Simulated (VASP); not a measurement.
Input for VASP

File KPOINTS:
```
Automatic
0
G
  6 6 3
```

POSCAR:
```
SnS2
1
    3.6980392152    -0.0000000000    -0.0000000000
   -1.8490196075     3.2025961068    -0.0000000000
   -0.0000000000    -0.0000000000     6.7705370014
Sn S
1 2
Direct
  1.0000000000   0.0000000000   1.0000000000
  0.3333330000   0.6666670000   0.2182333940
  0.6666670000   0.3333330000   0.7817666060
```

**INCAR**
```
ALGO = Normal
EDIFF = 1E-6
EDIFFG = -0.02
ENCUT = 480
GGA = PE
IBRION = 2
ISIF = 3
ISMEAR = 0
LASPH = .TRUE.
LCHARG = .FALSE.
LMAXMIX = 4
LREAL = .FALSE.
LWAVE = .FALSE.
NELM = 100
NSW = 60
PREC = Accurate
SIGMA = 0.05
SYSTEM = SnS2
```

POTCAR, in this order: Sn S (PBE.64 set). Program: vasp_std.

Question: Translate this PBE calculation to Ansatz.

Answer: One equivalent input (not run):
Ansatz 0.2 input:
```yaml
crystal:
  lattice:
    - [3.6980392, 0.0000000, 0.0000000]
    - [-1.8490196, 3.2025961, 0.0000000]
    - [0.0000000, 0.0000000, 6.7705370]
  atoms:
    - { symbol: Sn, position: [1.0000000, 0.0000000, 1.0000000] }
    - { symbol: S, position: [0.3333330, 0.6666670, 0.2182334] }
    - { symbol: S, position: [0.6666670, 0.3333330, 0.7817666] }
kpoints:
  mp_grid: { grid: [6, 6, 3] }
hamiltonian:
  xc: pbe
  pseudopotentials: { kind: paw }
scf:
  occupations: { method: gaussian, width: 0.05 }
  max_iter: 100
relax:
  max_steps: 60
  f_tol: 0.02
  cell: {}
output: { forces: true, stress: true, eigenvalues: true }
```
Limits of the translation: each code has its own PAW files, so the cut-off isn't converted (ENCUT is set for VASP's; basis.ecutwfc is left out, and Ansatz then takes the one that its files recommend); Ansatz stops its SCF on the density residual and VASP on the energy change (EDIFF).

The structure comes from a computed database's SnS2 entry (P-3m1); how it stands against other phases isn't given here. It was relaxed first, which changed the volume by +10 %. The start is the result of an earlier pass.
